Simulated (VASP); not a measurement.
# TlGa (P-6m2) in VASP: relaxation of cell and atoms with PBE

Aim: the relaxation of cell and atoms of TlGa with PBE.

All numbers are computed with VASP 6.6.1; they aren't measurements. Logs are shortened: lines on timing, memory, paths and dates and some standing lists are left out, and cuts for length are marked.

## (1) Starting point

It takes space group P-6m2 (No. 187, hexagonal). The conventional cell has a = 3.652 Å, b = 3.652 Å, c = 5.868 Å, α = 90.00°, β = 90.00°, γ = 120.00°. Tl (site symmetry -6m2) is surrounded by 6 Ga at 3.61 Å and 6 Tl at 3.65 Å. Ga (site symmetry -6m2) is surrounded by 6 Tl at 3.61 Å and 6 Ga at 3.65 Å.

The cell was built by a generator and needn't be a form met in nature.

## (2) Relaxation of cell and atoms, PBE

Contents of INCAR:

```
SYSTEM = TlGa
PREC = Accurate ; ENCUT = 600
EDIFF = 1E-6 ; ISMEAR = 1
SIGMA = 0.1 ; LREAL = .FALSE.
LASPH = .TRUE. ; NELM = 80
ALGO = Normal ; ISIF = 3
LWAVE = .FALSE. ; LCHARG = .FALSE.
GGA = PE ; IBRION = 2
NSW = 40 ; EDIFFG = -0.01
```

Contents of KPOINTS:

```
Automatic mesh
0
G
  8 8 5
  0 0 0
```

Contents of POSCAR:

```
TlGa
1.0
    3.6521389600      0.0000000000      0.0000000000
   -1.8260694800      3.1628451200      0.0000000000
    0.0000000000      0.0000000000      5.8682937400
Tl Ga
1 1
Direct
    0.3333333300      0.6666666700      0.5000000000
    0.0000000000      0.0000000000      0.0000000000
```

Potentials or basis: VASP PAW PBE potentials, release 64 (Tl_d, Ga_d).

Command:

```
$ cat potpaw_PBE.64/Tl_d/POTCAR potpaw_PBE.64/Ga_d/POTCAR > POTCAR
$ mpirun -np 1 vasp_std > vasp.out
```

OUTCAR:

```text
SYSTEM = TlGa
   PREC = Accurate
   ENCUT = 600
   EDIFF = 1E-6
   ISMEAR = 1
   LREAL = .FALSE.
   LASPH = .TRUE.
   NELM = 80
   ISIF = 3
   GGA = PE
   IBRION = 2
   NSW = 40
   EDIFFG = -0.01

 ion  position               nearest neighbor table
   1  0.333  0.667  0.500-
   2  0.000  0.000  0.000-

  LATTYP: Found a hexagonal cell.
 ALAT       =     3.6521389600
 C/A-ratio  =     1.6068100925

  Lattice vectors:

 A1 = (   3.6521389600,   0.0000000000,   0.0000000000)
 A2 = (  -1.8260694800,   3.1628451200,   0.0000000000)
 A3 = (   0.0000000000,   0.0000000000,   5.8682937400)

Analysis of symmetry for initial positions (statically):
=====================================================================
 Subroutine PRICEL returns:
 Original cell was already a primitive cell.

 Routine SETGRP: Setting up the symmetry group for a
 hexagonal supercell.

 Subroutine GETGRP returns: Found 12 space group operations
 (whereof 12 operations were pure point group operations)
 out of a pool of 24 trial point group operations.

The static configuration has the point symmetry D_3h.

Analysis of symmetry for dynamics (positions and initial velocities):
=====================================================================
 Subroutine PRICEL returns:
 Original cell was already a primitive cell.

 Routine SETGRP: Setting up the symmetry group for a
 hexagonal supercell.

 Subroutine GETGRP returns: Found 12 space group operations
 (whereof 12 operations were pure point group operations)
 out of a pool of 24 trial point group operations.

The dynamic configuration has the point symmetry D_3h.

 Subroutine INISYM returns: Found 12 space group operations
 (whereof 12 operations are pure point group operations),
 and found     1 'primitive' translations

----------------------------------------------------------------------------------------

                                     Primitive cell

  volume of cell :      67.7855

  direct lattice vectors                    reciprocal lattice vectors
     3.652138960  0.000000000  0.000000000     0.273812144  0.158085515  0.000000000
    -1.826069480  3.162845120  0.000000000     0.000000000  0.316171030  0.000000000
     0.000000000  0.000000000  5.868293740     0.000000000  0.000000000  0.170407284

  length of vectors
     3.652138960  3.652138962  5.868293740     0.316171030  0.316171030  0.170407284

  position of ions in fractional coordinates (direct lattice)
     0.333333330  0.666666670  0.500000000
     0.000000000  0.000000000  0.000000000

  ion indices of the primitive-cell ions
   primitive index   ion index
                 1           1
                 2           2

----------------------------------------------------------------------------------------

 KPOINTS: Automatic mesh

Automatic generation of k-mesh.
 Grid dimensions read from file:
 generate k-points for:    8    8    5

 Generating k-lattice:

  Cartesian coordinates                     Fractional coordinates (reciprocal lattice)
     0.034226518  0.019760689  0.000000000     0.125000000  0.000000000  0.000000000
     0.000000000  0.039521379  0.000000000     0.000000000  0.125000000  0.000000000
     0.000000000  0.000000000  0.034081457     0.000000000  0.000000000  0.200000000

  Length of vectors
     0.039521379  0.039521379  0.034081457

  Shift w.r.t. Gamma in fractional coordinates (k-lattice)
     0.000000000  0.000000000  0.000000000

 Subroutine IBZKPT returns following result:
 ===========================================

 Found     30 irreducible k-points:

 Following reciprocal coordinates:
            Coordinates               Weight
  0.000000  0.000000  0.000000      1.000000
  0.125000  0.000000  0.000000      6.000000
  0.250000  0.000000  0.000000      6.000000
  0.375000  0.000000  0.000000      6.000000
  0.500000  0.000000  0.000000      3.000000
  0.125000  0.125000  0.000000      6.000000
[... 16 lines left out ...]
  0.250000  0.000000  0.400000     12.000000
  0.375000  0.000000  0.400000     12.000000
 [... further k-points ...]
   k-points           NKPTS =     30   k-points in BZ     NKDIM =     30   number of bands    NBANDS=     17
   number of dos      NEDOS =    301   number of ions     NIONS =      2
   total plane-waves  NPLWV =  43200
   dimension x,y,z NGX =    30 NGY =   30 NGZ =   48
   dimension x,y,z NGXF=    60 NGYF=   60 NGZF=   96
   ions per type =               1   1
   NGX,Y,Z   is equivalent  to a cutoff of  13.66, 13.66, 13.60 a.u.
   NGXF,Y,Z  is equivalent  to a cutoff of  27.31, 27.31, 27.20 a.u.
 SYSTEM =  TlGa
   PREC   = accura    normal or accurate (medium, high low for compatibility)
   ISTART =      0    job   : 0-new  1-cont  2-samecut
   ICHARG =      2    charge: 1-file 2-atom 10-const
   ISPIN  =      1    spin polarized calculation?
   LNONCOLLINEAR =      F non collinear calculations
   LSORBIT =      F    spin-orbit coupling
   LASPH  =      T    aspherical Exc in radial PAW
   ENCUT  =  600.0 eV  44.10 Ry    6.64 a.u.   7.29  7.29 11.72*2*pi/ulx,y,z
   NELM   =     80;   NELMIN=  2; NELMDL= -5     # of ELM steps
   EDIFF  = 0.1E-05   stopping-criterion for ELM
   LREAL  =      F    real-space projection
   EDIFFG = -.1E-01   stopping-criterion for IOM
   NSW    =     40    number of steps for IOM
   IBRION =      2    ionic relax: 0-MD 1-quasi-New 2-CG
   NFREE  =      1    steps in history (QN), initial steepest desc. (CG)
   ISIF   =      3    stress and relaxation
   ISYM   =      2    0-nonsym 1-usesym 2-fastsym
   POTIM  = 0.5000    time-step for ionic-motion
   TEBEG  =    0.0;   TEEND  =   0.0 temperature during run
   PSTRESS=    0.0 pullay stress
   NELECT =      26.0000    total number of electrons
   NUPDOWN=      -1.0000    fix difference up-down
   EMIN   =  10.00;   EMAX   =-10.00  energy-range for DOS
   EFERMI =   0.00;   METHOD = LEGACY
   ISMEAR =     1;   SIGMA  =   0.10  broadening in eV -4-tet -1-fermi 0-gaus
   EFERMI_NEDOS =   21; number of points for ismear=-14 and -15
   IALGO  =     38    algorithm
   IMIX   =      4    mixing-type and parameters
     AMIX     =   0.40;   BMIX     =  1.00
     AMIX_MAG =   1.60;   BMIX_MAG =  1.00
  volume/ion in A,a.u.               =      33.89       228.72
  Fermi-wavevector in a.u.,A,eV,Ry     =   1.189470  2.247773 19.250060  1.414840
  Thomas-Fermi vector in A             =   2.325577
   LORBIT       =      0    0 simple, 1 ext, 2 COOP (PROOUT), +10 PAW based schemes
   GGA     = PE    functional components
   LHFCALC =     F    Hartree Fock is set to
   AEXX    =    0.0000 exact exchange contribution
   IVDW    =     0    specifies the selected vdW correction
   LEPSILON=     F    determine dielectric tensor
   LRPA    =     F    only Hartree local field effects (RPA)
 conjugate gradient relaxation of ions
 non-spin polarized calculation
 Methfessel and Paxton  Order N= 1 SIGMA  =   0.10
  energy-cutoff  :      600.00
  volume of cell :       67.79
 maximum number of plane-waves:      2298
 NGX is ok and might be reduce to    30
   NGX = 15   NGY = 15   NGZ = 23

--------------------------------------- Ionic step        1  -------------------------------------------

 number of electron      25.9999985 magnetization

 Free energy of the ion-electron system (eV)
  ---------------------------------------------------
  ext. energy  EPLUGINS =         0.00000000
  ---------------------------------------------------
  free energy    TOTEN  =        -4.56425651 eV

  energy without entropy =       -4.56327831  energy(sigma->0) =       -4.56393045

------------------------ aborting loop because EDIFF is reached ----------------------------------------

  FORCE on cell =-STRESS in cart. coord.  units (eV):
  Direction    XX          YY          ZZ          XY          YZ          ZX
  --------------------------------------------------------------------------------------
  -------------------------------------------------------------------------------------
  Total       -1.8361572     -1.8361572     -1.8918940      0.0000000     -0.0000000      0.0000000
  in kB      -43.3993653    -43.3993654    -44.7167593      0.0000000     -0.0000000      0.0000000
  external PRESSURE =     -43.8384966 kB  Pullay stress =       0.0000000 kB

 VOLUME and BASIS-vectors are now :
 -----------------------------------------------------------------------------
  energy-cutoff  :      600.00
  volume of cell :       67.79
      direct lattice vectors                 reciprocal lattice vectors
     3.652138960  0.000000000  0.000000000     0.273812144  0.158085515  0.000000000
    -1.826069480  3.162845120  0.000000000     0.000000000  0.316171030  0.000000000
     0.000000000  0.000000000  5.868293740     0.000000000  0.000000000  0.170407284
[... 1231 lines left out ...]
 POSITION                                       TOTAL-FORCE (eV/Angst)
 -----------------------------------------------------------------------------------
     -0.00000      1.91331      2.73418         0.000000     -0.000000     -0.000000
      0.00000      0.00000      0.00000        -0.000000      0.000000      0.000000
 -----------------------------------------------------------------------------------
    total drift:                                0.000010     -0.000006     -0.000000

  FREE ENERGIE OF THE ION-ELECTRON SYSTEM (eV)
  ---------------------------------------------------
  free  energy   TOTEN  =        -4.8430500618 eV

  energy  without entropy=       -4.8447153144  energy(sigma->0) =       -4.84360515

--------------------------------------- Ionic step        9  -------------------------------------------

 number of electron      26.0000004 magnetization

 Free energy of the ion-electron system (eV)
  ---------------------------------------------------
  ext. energy  EPLUGINS =         0.00000000
  ---------------------------------------------------
  free energy    TOTEN  =        -4.84312968 eV

  energy without entropy =       -4.84487448  energy(sigma->0) =       -4.84371128

 E-fermi :   5.4304     XC(G=0): -10.1005

 val. band max:        5.3458011775   @ k =   0.2500   0.2500   0.0000
 cond. band min:       5.4749837634   @ k =   0.2500   0.2500   0.2000
 fundamental gap:      0.1291825859
 Fermi energy:         5.4304263692

 k-point     1 :       0.0000    0.0000    0.0000
  band No.  band energies     occupation
      1      -9.5182      2.00000
      2      -9.4968      2.00000
      3      -9.4968      2.00000
      4      -9.4445      2.00000
      5      -9.4445      2.00000
      6      -6.4672      2.00000
[... 9 lines left out ...]
     16      15.2080      0.00000
     17      15.7306      0.00000
[... 482 lines left out ...]
 POSITION                                       TOTAL-FORCE (eV/Angst)
 -----------------------------------------------------------------------------------
     -0.00000      1.91144      2.73822        -0.000000     -0.000000      0.000000
      0.00000      0.00000      0.00000         0.000000      0.000000     -0.000000
 -----------------------------------------------------------------------------------
    total drift:                                0.000010     -0.000006     -0.000000

  FREE ENERGIE OF THE ION-ELECTRON SYSTEM (eV)
  ---------------------------------------------------
  free  energy   TOTEN  =        -4.8431296848 eV

  energy  without entropy=       -4.8448744830  energy(sigma->0) =       -4.84371128

 reached required accuracy - stopping structural energy minimisation
```

Run time: 3.4 min. Hardware: 1 thread of Intel Xeon Platinum 8259CL at 2.50GHz (Skylake/Cascade Lake), shared host; peak memory 0.23 GiB.

What came out:

```
Free energy                            : -4.8431 eV
Relaxed volume                         : 25.99 Å³/atom
Relaxed cell                           : a = 3.311 Å, b = 3.311 Å, c = 5.476 Å, α = 90.00°, β = 90.00°, γ = 120.00°
Space group after relaxing (to 0.05 Å) : P-6m2 (No. 187)
Energy gained by relaxing              : 139.4 meV/atom
Ionic steps                            : 9
Pressure after relaxing                : 0.0 GPa
Band gap on the k mesh                 : none (metal or under the smearing width)
```

Step by step:
```tsv
step	energy change (eV)	largest force (eV/Å)	pressure (GPa)	volume (Å³)
1	0.0000	0.0000	-4.38	67.79
2	-0.2039	0.0000	-2.84	59.09
3	-0.2705	0.0000	-0.71	53.47
4	-0.2732	0.0000	0.22	51.93
5	-0.2734	0.0000	-0.09	52.29
6	-0.2764	0.0000	-0.05	52.18
7	-0.2786	0.0000	0.05	51.92
8	-0.2788	0.0000	-0.05	52.01
9	-0.2789	0.0000	-0.02	51.98
```

Final structure:
```cif
data_structure
_symmetry_space_group_name_H-M 'P 1'
_symmetry_Int_Tables_number 1
_cell_length_a 3.3107
_cell_length_b 3.3107
_cell_length_c 5.4764
_cell_angle_alpha 90.000
_cell_angle_beta 90.000
_cell_angle_gamma 120.000
_cell_volume 51.98
loop_
_atom_site_label
_atom_site_type_symbol
_atom_site_fract_x
_atom_site_fract_y
_atom_site_fract_z
_atom_site_occupancy
Tl1 Tl 0.33333 0.66667 0.50000 1
Ga1 Ga 0.00000 0.00000 0.00000 1
```

Caveat: the volume moved by over 15 % at a fixed basis, so the end points are rough. The run has no spin-orbit coupling, so splittings on Tl are missing.

## (3) The reference run

An earlier run on the cell as given: functional PBE; potentials or basis VASP PAW PBE potentials, release 64 (Tl_d, Ga_d); cutoff 520 eV; k mesh 8 × 8 × 5; occupations fermi-dirac, width 0.05 eV; no spin polarisation.

- Pressure: -4.4 GPa
- Band gap on the k mesh: none (metal or under the smearing width)
